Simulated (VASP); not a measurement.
**Mg under a change of volume**

How do stress and energy of Mg follow a change of volume?

Calculated with VASP 6.6.1; PBEsol; plane waves and PAW (Mg), in the first sound run; inputs show where later runs differ.

### 1. The starting structure

It takes space group P6_3/mmc (No. 194, hexagonal). The conventional cell has a = 3.210 Å, b = 3.210 Å, c = 5.213 Å, α = 90.00°, β = 90.00°, γ = 120.00°. Nearest to Mg lie 12 Mg at 3.20 to 3.21 Å.

### 2. Relax the crystal, PBEsol

The series starts from the cell that this level prefers, so that zero strain is near zero stress.

This step took 2 runs in a row; the last is shown.

Level: PBEsol; plane waves and PAW (Mg).

Input file INCAR:

```
SYSTEM = Mg
PREC = Accurate
ENCUT = 450
EDIFF = 1E-07
NELM = 120
ISMEAR = 1
SIGMA = 0.15
LREAL = .FALSE.
ALGO = Normal
GGA = PS
NBANDS = 8
LASPH = .TRUE.
LORBIT = 11
LWAVE = .FALSE.
LCHARG = .FALSE.
KPAR = 8
IBRION = 2
NSW = 40
ISIF = 3
EDIFFG = -0.005
POTIM = 0.4
```

Input file POSCAR:

```
Mg
1.0
    3.1737578490      0.0000000000      0.0000000000
   -1.5868789245      2.7485549226      0.0000000000
    0.0000000000      0.0000000000      5.1571085761
Mg
2
Direct
    0.0000000000      0.0000000000      0.0000000000
    0.3333333333      0.6666666667      0.5000000000
```

Input file KPOINTS:

```
Automatic mesh
0
Gamma
21 21 11
0 0 0
```

Potentials, in the order of the species: Mg (PBE family, release 64).

Command:

```bash
$ mpirun -np 8 vasp_std
```

The program printed:

```text
[banner, memory and clock lines left out]
running    8 mpi-ranks, on    1 nodes
[...]
|                                                                             |
|           W    W    AA    RRRRR   N    N  II  N    N   GGGG   !!!           |
|           W    W   A  A   R    R  NN   N  II  NN   N  G    G  !!!           |
|           W    W  A    A  R    R  N N  N  II  N N  N  G       !!!           |
|           W WW W  AAAAAA  RRRRR   N  N N  II  N  N N  G  GGG   !            |
|           WW  WW  A    A  R   R   N   NN  II  N   NN  G    G                |
|           W    W  A    A  R    R  N    N  II  N    N   GGGG   !!!           |
|                                                                             |
|     For optimal performance we recommend to set                             |
|       NCORE = 2 up to number-of-cores-per-socket                            |
|     NCORE specifies how many cores store one orbital (NPAR=cpu/NCORE).      |
|     This setting can greatly improve the performance of VASP for DFT.       |
[...]
|     You enforced a specific xc type in the INCAR file but a different       |
|     [... a line on the potential file left out ...]
|     I HOPE YOU KNOW WHAT YOU ARE DOING!                                     |
|                                                                             |

 LDA part: xc-table for (Slater+PW92), standard interpolation
 POSCAR, INCAR and KPOINTS ok, starting setup
[...]
entering main loop
       N       E                     dE             d eps       ncg     rms          rms(c)
DAV:   1    -0.123217786740E+01   -0.12322E+01   -0.12847E+03  4672   0.306E+02
DAV:   2    -0.345658112226E+01   -0.22244E+01   -0.21519E+01  6112   0.214E+01
DAV:   3    -0.346839674764E+01   -0.11816E-01   -0.11783E-01  6024   0.202E+00
DAV:   4    -0.346843171511E+01   -0.34967E-04   -0.34967E-04  6888   0.918E-02
[...]
DAV:   9    -0.344838897221E+01    0.31460E-06   -0.90109E-07  5272   0.450E-03    0.582E-04
DAV:  10    -0.344838883403E+01    0.13818E-06   -0.35121E-09  4712   0.359E-04    0.121E-04
DAV:  11    -0.344838882943E+01    0.45950E-08   -0.25331E-10  2984   0.113E-04
   1 F= -.34483888E+01 E0= -.34484524E+01  d E =-.344839E+01
[...]
reached required accuracy - stopping structural energy minimisation
```

Wall time 10 s (8 MPI ranks of Intel Xeon Platinum 8259CL at 2.50GHz (Skylake/Cascade Lake), shared host); peak memory 1.7 GiB.

Lines that name or quote the potential files are left out of all logs, and their timing lines are given in words.

OUTCAR, selected parts (step 2):

```text
  Total       -0.0070678     -0.0070678     -0.0035947      0.0000000      0.0000000      0.0000000
  in kB       -0.2517158     -0.2517158     -0.1280223      0.0000000      0.0000000      0.0000000
  external PRESSURE =      -0.2104847 kB  Pullay stress =       0.0000000 kB

 POSITION                                       TOTAL-FORCE (eV/Angst)
 -----------------------------------------------------------------------------------
      0.00000      0.00000      0.00000        -0.000000      0.000000      0.000000
     -0.00000      1.83237      2.57855         0.000000      0.000000      0.000000
 -----------------------------------------------------------------------------------
    total drift:                               -0.000000      0.000000      0.000000

  FREE ENERGIE OF THE ION-ELECTRON SYSTEM (eV)
  ---------------------------------------------------
  free  energy   TOTEN  =        -3.4483888294 eV

  energy  without entropy=       -3.4485795592  energy(sigma->0) =       -3.44845241

 reached required accuracy - stopping structural energy minimisation

[... 3 further parts left out ...]
[key lines of the parts left out:]
E-fermi :   2.6942
```

Numbers from this step:

```
energy(sigma→0) of the program : -3.4485 eV
stress, compression positive   : xx, yy, zz -0.03, -0.03, -0.01 GPa
volume                         : 44.987 Å³
ionic steps                    : 1
```

### 3. Relax at fixed volume, PBEsol

One member in full: the volume is scaled by 0.94, and shape and atoms relax at that volume.

Level: PBEsol; plane waves and PAW (Mg).

INCAR, as its differences from that of step 2:

```diff
@@ -15,7 +15,7 @@
 LCHARG = .FALSE.
-KPAR = 8
+KPAR = 2
 IBRION = 2
 NSW = 40
-ISIF = 3
-EDIFFG = -0.005
+ISIF = 4
+EDIFFG = -0.004
 POTIM = 0.4
```

Input file POSCAR:

```
Mg
1.0
    3.1089691013      0.0000000000      0.0000000000
   -1.5544845507      2.6924462212      0.0000000000
    0.0000000000      0.0000000000      5.0518319223
Mg
2
Direct
    0.0000000000      0.0000000000      0.0000000000
    0.3333333333      0.6666666667      0.5000000000
```

KPOINTS is that of step 2.

Command:

```bash
$ mpirun -np 2 vasp_std
```

The program printed:

```text
[banner, memory and clock lines left out]
running    2 mpi-ranks, on    1 nodes
[...]
[... a notice as in an earlier step ...]

 LDA part: xc-table for (Slater+PW92), standard interpolation
 POSCAR, INCAR and KPOINTS ok, starting setup
[...]
entering main loop
       N       E                     dE             d eps       ncg     rms          rms(c)
DAV:   1    -0.108719661070E+01   -0.10872E+01   -0.13924E+03  4720   0.315E+02
DAV:   2    -0.343596606455E+01   -0.23488E+01   -0.22634E+01  6352   0.224E+01
DAV:   3    -0.344788861572E+01   -0.11923E-01   -0.11913E-01  6096   0.205E+00
DAV:   4    -0.344792070998E+01   -0.32094E-04   -0.32094E-04  6672   0.860E-02
[...]
DAV:   8    -0.342746221388E+01   -0.79913E-06   -0.15575E-05  7352   0.258E-02    0.615E-03
DAV:   9    -0.342746199922E+01    0.21465E-06   -0.89883E-07  5144   0.472E-03    0.579E-04
DAV:  10    -0.342746191212E+01    0.87101E-07   -0.41962E-09  4520   0.377E-04
   1 F= -.34274619E+01 E0= -.34275271E+01  d E =-.342746E+01
[...]
reached required accuracy - stopping structural energy minimisation
```

It took 22 s on 2 MPI ranks; peak memory 0.39 GiB.

From OUTCAR (step 3):

```text
  Total        0.6984522      0.6984522      0.6865790     -0.0000000     -0.0000000      0.0000000
  in kB       26.4627494     26.4627494     26.0128977     -0.0000000     -0.0000000      0.0000000
  external PRESSURE =      26.3127989 kB  Pullay stress =       0.0000000 kB

 POSITION                                       TOTAL-FORCE (eV/Angst)
 -----------------------------------------------------------------------------------
      0.00000      0.00000      0.00000        -0.000000     -0.000000      0.000000
     -0.00000      1.79496      2.52592         0.000000      0.000000      0.000000
 -----------------------------------------------------------------------------------
    total drift:                               -0.000000      0.000000      0.000000

  FREE ENERGIE OF THE ION-ELECTRON SYSTEM (eV)
  ---------------------------------------------------
  free  energy   TOTEN  =        -3.4274619121 eV

  energy  without entropy=       -3.4276574377  energy(sigma->0) =       -3.42752709

[... 2 parts as in an earlier step ...]

[... 2 further parts left out ...]
[key lines of the parts left out:]
E-fermi :   3.0315
```

Numbers from this step:

* energy(sigma→0) of the program: -3.4275 eV
* stress, compression positive: xx, yy, zz 2.65, 2.65, 2.60 GPa
* ionic steps: 1

### 4. The whole series

The other members went through these steps as far as the tables show, with the same cutoff and, step by step, the same mesh; 9 runs are not shown. The session took 0.18 core hours (wall time by ranks) on a shared machine.

| volume over the relaxed volume | volume (Å³/atom) | pressure (GPa) | energy above the unstrained row, extrapolated to no smearing (meV/atom) |
| --- | --- | --- | --- |
| 0.940 | 21.144 | 2.631 | 10.463 |
| 0.960 | 21.594 | 1.657 | 4.455 |
| 0.980 | 22.044 | 0.776 | 1.050 |
| 0.990 | 22.268 | 0.367 | 0.245 |
| 1 | 22.493 | -0.021 | 0.000 |
| 1.010 | 22.718 | ? | ? |
| 1.020 | 22.943 | -0.742 | 1.080 |
| 1.040 | 23.393 | -1.394 | 4.087 |
| 1.060 | 23.843 | -1.984 | 8.836 |

### 5. Stress from the known rows

Fitting a cubic to the 8 known rows (u: logarithm of the volume ratio) gives pressure = − 68.16 u³ + 76.15 u² − 37.89 u − 0.02107 in GPa; the residuals are 8.2e-5 GPa r.m.s.

For the withheld row, u = 0.009950, the fit gives -0.391 GPa.

### 6. Checking the prediction

The calculation gives -0.391 GPa, so the prediction is right to the last digit shown.

A cubic of the pressure in ln(V/V₀) through all rows has the slope −B at V₀: B = 38 GPa, and its curvature gives B′ = 4.0.

### 7. Results

* error of the predicted pressure: 0.000 GPa
* bulk modulus: 38 GPa

**Reading.** These are static values: temperature and zero-point motion are left out. In a metal the slopes also depend on mesh and smearing, which were held through the series.

[Lines on the potential files, build, host, timing and source positions are cut from VASP's logs without a mark.]

[Logs are printed without paths, hosts, clocks, repeated set-up lines and the standing remarks that a program may print on its own settings, such as how far it seeks lower states.]

[Hosts, paths, dates, database ids (printed as entryN), source tags and the programs' standing remarks are cut or masked in the printed files.]

[In band tables of VASP the shares of atoms and orbitals are scaled to a sum of 1 inside the atoms' spheres.]
